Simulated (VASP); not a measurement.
ZrC (rock salt) is relaxed at rising pressure, each step from the one before. Symmetry mostly holds the structure type, and other phases were not tried. The mesh follows the cell, and a change of mesh leaves a small step in the series.

Consider the following.

```
CELL_PARAMETERS angstrom
      0.00000     2.33600     2.33600
      2.33600     0.00000     2.33600
      2.33600     2.33600     0.00000
ATOMIC_POSITIONS crystal
  Zr 0.00000 0.00000 0.00000
  C  0.50000 0.50000 0.50000
```

Computed with PBEsol GGA, VASP's PBE PAW potentials (set 64) (plane waves; VASP). Settings: 620 eV cut-off, 13×13×13 Γ-centred mesh, first-order Methfessel-Paxton smearing of 0.10 eV, potentials Zr_sv C.

| P (GPa) | V (Å³/atom) | H − H(0) (eV/atom) | space group | gap on the mesh (eV) | k-mesh |
|---|---|---|---|---|---|
| 0 | 12.75 | 0.000 | Fm-3m | 0.00 | 13×13×13 |
| 5 | 12.49 | 0.394 | Fm-3m | 0.00 | 14×14×14 |
| 10 | 12.25 | 0.780 | Fm-3m | 0.00 | 14×14×14 |
| 20 | 11.84 | 1.531 | Fm-3m | 0.00 | 14×14×14 |
| 30 | 11.49 | 2.260 | Fm-3m | 0.00 | 14×14×14 |
| 45 | 11.04 | 3.314 | Fm-3m | 0.00 | 14×14×14 |

Pressures at which the relaxation failed are left out.

The compound is ZrC in the rock salt structure.
